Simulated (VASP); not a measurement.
Input:

```xyz
3
Lattice="0.0000 2.7265 2.7265 2.7265 0.0000 2.7265 2.7265 2.7265 0.0000" Properties=species:S:1:pos:R:3 pbc="T T T"
Cd     0.0000     0.0000     0.0000
F      1.3633     1.3633     1.3633
F      4.0898     4.0898     4.0898
```

All values below come from PBE GGA with D3 dispersion (Becke-Johnson damping), VASP's PBE PAW potentials (set 64) (plane waves; VASP). Settings: 520 eV cut-off, 8×8×8 Γ-centred mesh, tetrahedra with Blöchl corrections, potentials Cd F.

Estimate the energy per atom (σ→0), band gap (on the k-mesh) with the smallest direct gap where there is one.

* **band gap (on the k-mesh)**: 2.94 eV
* **smallest direct gap (on the k-mesh)**: 3.48 eV
* **energy per atom (σ→0)**: -3.794 eV/atom

Only differences to runs with the same potentials and settings are physical.

The compound is CdF2 in the fluorite structure. It was relaxed first.
